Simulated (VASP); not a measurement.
Al:

```
Al
1.0
     0.00000    2.02481    2.02481
     2.02481    0.00000    2.02481
     2.02481    2.02481    0.00000
Al
1
Direct
  0.00000 0.00000 0.00000
```

* Program: VASP 6.6.1
* Task: relaxation of cell and atoms
* Functional: LDA
* Potentials or basis: VASP PAW LDA potentials, release 64 (Al)
* Cutoff: 600 eV
* k mesh: 16 × 16 × 16
* Occupations: methfessel-paxton, width 0.1 eV
* Spin: no spin polarisation

At the start: pressure -3.7 GPa; volume 16.60 Å³/atom.

Q: Where does the relaxation end?

A: Over 3 steps the energy falls by 9.6 meV/atom and the volume is 15.81 Å³/atom (-4.7 %); space group Fm-3m (No. 225, to 0.05 Å).

Step by step:
```csv
step,energy change (eV),largest force (eV/Å),pressure (GPa),volume (Å³)
1,0.0000,0.0000,-3.74,16.60
2,-0.0093,0.0000,0.71,15.69
3,-0.0096,0.0000,0.01,15.81
```

Final structure:
```cif
data_structure
_symmetry_space_group_name_H-M 'P 1'
_symmetry_Int_Tables_number 1
_cell_length_a 2.8175
_cell_length_b 2.8175
_cell_length_c 2.8175
_cell_angle_alpha 60.000
_cell_angle_beta 60.000
_cell_angle_gamma 60.000
_cell_volume 15.81
loop_
_atom_site_label
_atom_site_type_symbol
_atom_site_fract_x
_atom_site_fract_y
_atom_site_fract_z
_atom_site_occupancy
Al1 Al 0.00000 0.00000 0.00000 1
```
